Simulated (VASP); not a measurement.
An input for Quantum ESPRESSO's pw.x (written as the equivalent of a VASP run, and not itself run):

```
&CONTROL
  calculation = 'vc-relax'
  pseudo_dir = './pseudo'
  outdir = './out'
  tprnfor = .true.
  tstress = .true.
  nstep = 60
  forc_conv_thr = 0.00039
/
&SYSTEM
  ibrav = 0
  nat = 2
  ntyp = 1
  ecutwfc = 62
  occupations = 'smearing'
  smearing = 'methfessel-paxton'
  degauss = 0.00735
  input_dft = 'pbesol'
/
&ELECTRONS
  conv_thr = 7.3e-08
  electron_maxstep = 100
/
&IONS
/
&CELL
/
ATOMIC_SPECIES
  Tl 204.380 Tl.upf
CELL_PARAMETERS angstrom
    -3.0219290    3.0219290    1.6488010
     3.0219290   -3.0219290    1.6488010
     3.0219290    3.0219290   -1.6488010
ATOMIC_POSITIONS crystal
  Tl   0.7500000  0.2500000  0.5000000
  Tl   0.0000000  0.0000000  0.0000000
K_POINTS automatic
  11 11 11 0 0 0
```

Question: Write the VASP files for the same calculation (PBEsol).

Answer: One answer among several that fit: 
File POSCAR:
```
Tl
1
   -3.0219290000     3.0219290000     1.6488010000
    3.0219290000    -3.0219290000     1.6488010000
    3.0219290000     3.0219290000    -1.6488010000
Tl
2
Direct
  0.7500000000   0.2500000000   0.5000000000
  0.0000000000   0.0000000000   0.0000000000
```

INCAR:
```
ALGO=Normal   ! blocked Davidson
LMAXMIX=4   ! l cut-off of mixed one-centre charges
GGA=PS   ! PBEsol
LREAL=.False.   ! projection in real space or not
NELM=100
LWAVE=.False.
LCHARG=.False.
SIGMA=0.1
ISIF=3   ! ions, shape and volume
EDIFF=1E-6   ! SCF stop (eV)
EDIFFG=-0.01   ! ionic stop
LASPH=.True.
IBRION=2   ! conjugate gradients
PREC=Accurate
SYSTEM=Tl
ENCUT=400   ! plane-wave cut-off (eV)
ISMEAR=1   ! Methfessel-Paxton
NSW=60   ! most ionic steps
```

KPOINTS:
```
Automatic mesh
0
Gamma
11 11 11
0 0 0
```

POTCAR, in this order: Tl_d (PBE.64 set). Program: vasp_std.

Limits of the translation: the potentials are each code's own (VASP's PAW set, PseudoDojo norm-conserving files in pw.x), so ENCUT and ecutwfc are chosen apart and not converted; conv_thr bounds pw.x's estimated SCF error, while EDIFF bounds the energy change between steps; forc_conv_thr acts on force components and is met together with etot_conv_thr.

The structure was generated: Tl was put into the beta-Sn type (I4_1/amd), which need not be its known phase. This run relaxes it. Symmetry was kept, so distortions that lower it aren't found.
